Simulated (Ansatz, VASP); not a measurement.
## Cross-check of Hf (Hafnium) between VASP and Ansatz

Aim: how closely do two programs agree when they are given the same cell, functional and k mesh? The cell is taken from a series of runs on this material, whose earlier steps may have relaxed, scaled, displaced or heated it; both programs get it as it stands.

Program: Ansatz 0.2.0. Level of theory: plane waves, with VASP 6.6.1 beside it; zone-centre phonons at LDA. Results are calculated unless marked as measured.

## (1) Starting point

The structure is hexagonal, space group P6_3/mmc (No. 194). The conventional cell has a = 3.121 Å, b = 3.121 Å, c = 4.940 Å, α = 90.00°, β = 90.00°, γ = 120.00°. Nearest to Hf lie 12 Hf at 3.06 to 3.12 Å.

Coordinates:

```cif
data_structure
_symmetry_space_group_name_H-M 'P6_3/mmc'
_symmetry_Int_Tables_number 194
_cell_length_a 3.1206
_cell_length_b 3.1206
_cell_length_c 4.9395
_cell_angle_alpha 90.000
_cell_angle_beta 90.000
_cell_angle_gamma 120.000
_cell_volume 41.66
loop_
_atom_site_label
_atom_site_type_symbol
_atom_site_symmetry_multiplicity
_atom_site_Wyckoff_symbol
_atom_site_fract_x
_atom_site_fract_y
_atom_site_fract_z
_atom_site_occupancy
Hf1 Hf 2 c 0.33333 0.66667 0.25000 1
```

## (2) VASP: zone-centre phonons, LDA

Second derivatives magnify differences that forces hide, and they need a tight electronic threshold.

Lines of VASP's logs that name or quote its potential files are left out, and so is its time.

The input, INCAR:

```
SYSTEM = Hf
PREC = Accurate
ENCUT = 500
EDIFF = 1E-08
NELM = 120
ISMEAR = 1
SIGMA = 0.2
LREAL = .FALSE.
ALGO = Normal
GGA = CA
NBANDS = 16
LASPH = .TRUE.
LORBIT = 11
LWAVE = .FALSE.
LCHARG = .FALSE.
ISIF = 2
IBRION = 8
GGA_COMPAT = .FALSE.
KPAR = 2
```

The input, POSCAR:

```
Hf
1.0
    3.1206425976      0.0000000000      0.0000000000
   -1.5603212988      2.7025557656      0.0000000000
    0.0000000000      0.0000000000      4.9395488482
Hf
2
Direct
    0.3333333333      0.6666666667      0.2500000000
    0.6666666667      0.3333333333      0.7500000000
```

The input, KPOINTS:

```
Automatic mesh
0
Gamma
15 15 8
0 0 0
```

PAW data sets: Hf_pv (LDA family, release 64).

On the command line:

```
$ mpirun -np 2 vasp_std
```

Numbers of over 12 decimals in the logs are rounded to 6 here.

Log:

```text
[banner, memory and clock lines left out]
running    2 mpi-ranks, on    1 nodes
 distrk:  each k-point on    1 cores,    2 groups
 distr:  one band on    1 cores,    1 groups

 POSCAR found type information on POSCAR Hf
 POSCAR found :  1 types and       2 ions
 LDA part: xc-table for (Slater(with rela. corr.)+CA(PZ))
 , standard interpolation
 POSCAR, INCAR and KPOINTS ok, starting setup
 FFT: planning ... GRIDC
 FFT: planning ... GRID_SOFT
 FFT: planning ... GRID
 WAVECAR not read
 entering main loop
       N       E                     dE             d eps       ncg     rms          rms(c)
DAV:   1     0.465788288981E+02    0.46579E+02   -0.11429E+04  4328   0.117E+03
DAV:   2    -0.205407455667E+02   -0.67120E+02   -0.65516E+02  5752   0.249E+02
DAV:   3    -0.220827340260E+02   -0.15420E+01   -0.15340E+01  5616   0.261E+01
DAV:   4    -0.220932100040E+02   -0.10476E-01   -0.10474E-01  5432   0.264E+00
DAV:   5    -0.220933317185E+02   -0.12171E-03   -0.12171E-03  5568   0.235E-01    0.683E+01
DAV:   6    -0.215802500291E+02    0.51308E+00   -0.44049E-01  5184   0.441E+00    0.402E+01
DAV:   7    -0.213972146171E+02    0.18304E+00   -0.70461E-01  5304   0.537E+00    0.188E+00
DAV:   8    -0.213886608054E+02    0.85538E-02   -0.42912E-02  4960   0.145E+00    0.339E-01
DAV:   9    -0.213887402503E+02   -0.79445E-04   -0.92931E-04  5872   0.222E-01    0.175E-01
DAV:  10    -0.213887368264E+02    0.34240E-05   -0.44438E-05  5056   0.482E-02    0.199E-01
DAV:  11    -0.213887337215E+02    0.31048E-05   -0.44748E-06  5784   0.141E-02    0.116E-02
DAV:  12    -0.213887336866E+02    0.34862E-07   -0.41627E-07  5072   0.445E-03    0.690E-03
DAV:  13    -0.213887336740E+02    0.12628E-07   -0.23183E-08  4352   0.114E-03    0.107E-03
DAV:  14    -0.213887336751E+02   -0.10734E-08   -0.18001E-09  2992   0.359E-04
   1 F= -.21388734E+02 E0= -.21389779E+02  d E =0.313474E-02
 Linear response reoptimize wavefunctions to high precision
DAV:   1    -0.213887336750E+02    0.12028E-09   -0.30398E-10  3312   0.138E-04
DAV:   2    -0.213887336750E+02   -0.36380E-11   -0.56500E-11  2704   0.601E-05
 Linear response DOF=           2
 Linear response progress:
  Degree of freedom:   1/  2
       N       E                     dE             d eps       ncg     rms          rms(c)
RMM:   1    -0.197614685718E+00   -0.19761E+00    0.46150E+00 18621   0.118E+01
RMM:   2    -0.202353936416E+00   -0.47393E-02   -0.37711E-02 27660   0.120E+00    0.609E-01
RMM:   3    -0.201631016378E+00    0.72292E-03   -0.42846E-03 34907   0.254E-01    0.123E-01
RMM:   4    -0.201292111041E+00    0.33891E-03   -0.47744E-04 41171   0.878E-02    0.195E-01
RMM:   5    -0.200917794989E+00    0.37432E-03   -0.41662E-05 37981   0.354E-02    0.155E-02
RMM:   6    -0.200833400214E+00    0.84395E-04   -0.51111E-05 42472   0.136E-02    0.316E-02
RMM:   7    -0.200840714478E+00   -0.73143E-05   -0.52304E-05 38206   0.557E-03    0.338E-02
RMM:   8    -0.200832276278E+00    0.84382E-05   -0.17281E-05 38526   0.193E-03    0.157E-02
RMM:   9    -0.200830905241E+00    0.13710E-05   -0.13503E-05 41050   0.870E-04    0.715E-03
RMM:  10    -0.200830977896E+00   -0.72655E-07   -0.71069E-06 42147   0.384E-04    0.125E-03
RMM:  11    -0.200830679643E+00    0.29825E-06   -0.41145E-06 40949   0.243E-04    0.573E-04
RMM:  12    -0.200830673327E+00    0.63157E-08   -0.21854E-06 41600   0.995E-05    0.300E-05
RMM:  13    -0.200830703747E+00   -0.30420E-07   -0.12957E-06 41112   0.517E-05    0.108E-04
RMM:  14    -0.200830709312E+00   -0.55647E-08   -0.60862E-07 36230   0.366E-05    0.561E-06
RMM:  15    -0.200830717509E+00   -0.81976E-08   -0.34333E-07 34543   0.304E-05    0.293E-05
RMM:  16    -0.200830720219E+00   -0.27102E-08   -0.18645E-07 28853   0.272E-05    0.792E-06
RMM:  17    -0.200830723946E+00   -0.37271E-08   -0.10939E-07 27557   0.256E-05    0.200E-06
RMM:  18    -0.200830724456E+00   -0.50955E-09   -0.67323E-08 23814   0.246E-05    0.314E-06
 first order change of Fermi-energy  -0.37369E-05
 force on displaced ion       1 direction 1 :  -1.695  -0.000   0.000
 Linear response progress:
  Degree of freedom:   2/  2
       N       E                     dE             d eps       ncg     rms          rms(c)
RMM:   1    -0.240375572571E+00   -0.24038E+00    0.49119E+00  6434   0.122E+01
RMM:   2    -0.250325587956E+00   -0.99500E-02   -0.43718E-02  9531   0.124E+00    0.754E-01
RMM:   3    -0.249600321091E+00    0.72527E-03   -0.34011E-03 11118   0.278E-01    0.216E-01
RMM:   4    -0.249419732149E+00    0.18059E-03   -0.19791E-04 13246   0.940E-02    0.208E-01
RMM:   5    -0.249189566951E+00    0.23017E-03    0.22454E-05 13036   0.419E-02    0.499E-02
RMM:   6    -0.249111486597E+00    0.78080E-04    0.37011E-05 11257   0.180E-02    0.456E-02
RMM:   7    -0.249137907619E+00   -0.26421E-04   -0.49633E-05 12452   0.634E-03    0.175E-02
RMM:   8    -0.249136466918E+00    0.14407E-05    0.22331E-05 13181   0.306E-03    0.305E-03
RMM:   9    -0.249130636033E+00    0.58309E-05    0.60488E-06 13667   0.158E-03    0.170E-03
RMM:  10    -0.249130767633E+00   -0.13160E-06    0.15810E-06 12909   0.503E-04    0.483E-04
RMM:  11    -0.249130569881E+00    0.19775E-06    0.90476E-07 13590   0.209E-04    0.109E-04
RMM:  12    -0.249130430496E+00    0.13939E-06    0.58389E-07 13958   0.749E-05    0.492E-05
RMM:  13    -0.249130233061E+00    0.19744E-06    0.18382E-06 13181   0.440E-05    0.230E-05
RMM:  14    -0.249130200549E+00    0.32511E-07    0.20339E-06 13872   0.287E-05    0.599E-06
RMM:  15    -0.249130325908E+00   -0.12536E-06    0.65359E-07 12130   0.204E-05    0.381E-06
RMM:  16    -0.249130350562E+00   -0.24654E-07    0.38018E-07 10123   0.175E-05    0.745E-07
RMM:  17    -0.249130377568E+00   -0.27006E-07    0.74322E-08  8682   0.161E-05    0.220E-07
RMM:  18    -0.249130381646E+00   -0.40781E-08    0.32926E-08  8053   0.153E-05    0.326E-07
 first order change of Fermi-energy  -0.15915E-03
 force on displaced ion       1 direction 3 :   0.000  -0.000  -4.182
 Linear response finished
```

Parts of OUTCAR (step 2):

```text
ion  position               nearest neighbor table
   1  0.333  0.667  0.250-   2 3.06   2 3.06   2 3.06   2 3.06   2 3.06   2 3.06
   2  0.667  0.333  0.750-   1 3.06   1 3.06   1 3.06   1 3.06   1 3.06   1 3.06

  LATTYP: Found a hexagonal cell.
 ALAT       =     3.1206425976
 C/A-ratio  =     1.5828627258

 Subroutine GETGRP returns: Found 24 space group operations
 (whereof 12 operations were pure point group operations)

The static configuration has the point symmetry D_3d.
 The point group associated with its full space group is D_6h.

 Found    135 irreducible k-points:

   k-points           NKPTS =    135   k-points in BZ     NKDIM =    135   number of bands    NBANDS=     16

   dimension x,y,z NGX =    24 NGY =   24 NGZ =   36
   dimension x,y,z NGXF=    48 NGYF=   48 NGZF=   72

   ENCUT  =  500.0 eV  36.75 Ry    6.06 a.u.   5.69  5.69  9.01*2*pi/ulx,y,z

   NELECT =      20.0000    total number of electrons

 k-points in reciprocal lattice and weights: Automatic mesh
   0.00000000  0.00000000  0.00000000       0.001
   0.06666667  0.00000000  0.00000000       0.003
   0.13333333  0.00000000  0.00000000       0.003
   0.20000000  0.00000000  0.00000000       0.003
   0.26666667  0.00000000  0.00000000       0.003
   0.33333333 -0.00000000  0.00000000       0.003
   0.40000000 -0.00000000  0.00000000       0.003
   0.46666667 -0.00000000  0.00000000       0.003
   0.06666667  0.06666667  0.00000000       0.003
[...]
0.33333333  0.26666667  0.50000000       0.007
   0.33333333  0.33333333  0.50000000       0.001

 average (electrostatic) potential at core
       1 -36.9440       2 -36.9440

  Total        0.0228320      0.0228320      0.0145565      0.0000000      0.0000000      0.0000000
  in kB        0.8781074      0.8781074      0.5598376      0.0000000      0.0000000      0.0000000
  external PRESSURE =       0.7720175 kB  Pullay stress =       0.0000000 kB

  energy-cutoff  :      500.00
  volume of cell :       41.66
      direct lattice vectors                 reciprocal lattice vectors
     3.120642598  0.000000000  0.000000000     0.320446821  0.185010058  0.000000000
    -1.560321299  2.702555766  0.000000000     0.000000000  0.370020117  0.000000000
     0.000000000  0.000000000  4.939548848     0.000000000  0.000000000  0.202447639

 POSITION                                       TOTAL-FORCE (eV/Angst)
 -----------------------------------------------------------------------------------
     -0.00000      1.80170      1.23489        -0.000000      0.000000      0.000000
      1.56032      0.90085      3.70466         0.000000     -0.000000      0.000000
 -----------------------------------------------------------------------------------
    total drift:                               -0.000000      0.000000     -0.000000

 Eigenvectors and eigenvalues of the dynamical matrix
 ----------------------------------------------------

   1 f  =    3.384060 THz    21.262674 2PiTHz  112.880083 cm-1    13.995340 meV
             X         Y         Z           dx          dy          dz
     -0.000000  1.801704  1.234887    -0.000000    0.000000    0.707107
      1.560321  0.900852  3.704662     0.000000   -0.000000   -0.707107

   2 f  =    2.154573 THz    13.537579 2PiTHz   71.868807 cm-1     8.910592 meV
             X         Y         Z           dx          dy          dz
     -0.000000  1.801704  1.234887     0.707107   -0.000000    0.000000
      1.560321  0.900852  3.704662    -0.707107    0.000000    0.000000

   3 f  =    2.154573 THz    13.537579 2PiTHz   71.868807 cm-1     8.910592 meV
             X         Y         Z           dx          dy          dz
     -0.000000  1.801704  1.234887     0.000000   -0.707107   -0.000000
      1.560321  0.900852  3.704662     0.000000    0.707107   -0.000000

   4 f  =    0.000000 THz     0.000000 2PiTHz    0.000001 cm-1     0.000000 meV
             X         Y         Z           dx          dy          dz
     -0.000000  1.801704  1.234887     0.082267   -0.682522    0.165519
      1.560321  0.900852  3.704662     0.082267   -0.682522    0.165519

   5 f  =    0.000000 THz     0.000000 2PiTHz    0.000000 cm-1     0.000000 meV
             X         Y         Z           dx          dy          dz
     -0.000000  1.801704  1.234887    -0.057903   -0.172675   -0.683250
      1.560321  0.900852  3.704662    -0.057903   -0.172675   -0.683250

   6 f/i=    0.000000 THz     0.000000 2PiTHz    0.000000 cm-1     0.000000 meV
             X         Y         Z           dx          dy          dz
     -0.000000  1.801704  1.234887    -0.699914   -0.065938    0.075980
      1.560321  0.900852  3.704662    -0.699914   -0.065938    0.075980

 ELASTIC MODULI CONTR FROM IONIC RELAXATION (kBar)
 Direction    XX          YY          ZZ          XY          YZ          ZX
 --------------------------------------------------------------------------------
 XX        -139.3151    139.3151     -0.0000      0.0000     -0.0000      0.0000
 YY         139.3151   -139.3151      0.0000     -0.0000      0.0000      0.0000
 ZZ          -0.0000      0.0000     -0.0000      0.0000      0.0000      0.0000
 XY           0.0000     -0.0000      0.0000   -139.3151      0.0000      0.0000
 YZ          -0.0000      0.0000      0.0000      0.0000     -0.0000      0.0000
 ZX           0.0000      0.0000      0.0000      0.0000      0.0000      0.0000
 --------------------------------------------------------------------------------
```

Harder data sets than Hf_pv exist (the GW ones), and pressures, volumes and forces can shift noticeably with them.

(Part 1 of 2 ends here.)

[Lines on the potential files, build, host, timing and source positions are cut from VASP's logs without a mark.]

[Logs are printed without paths, hosts, clocks, repeated set-up lines and the standing remarks that a program may print on its own settings, such as how far it seeks lower states.]

[Hosts, paths, dates, database ids (printed as entryN), source tags and the programs' standing remarks are cut or masked in the printed files.]
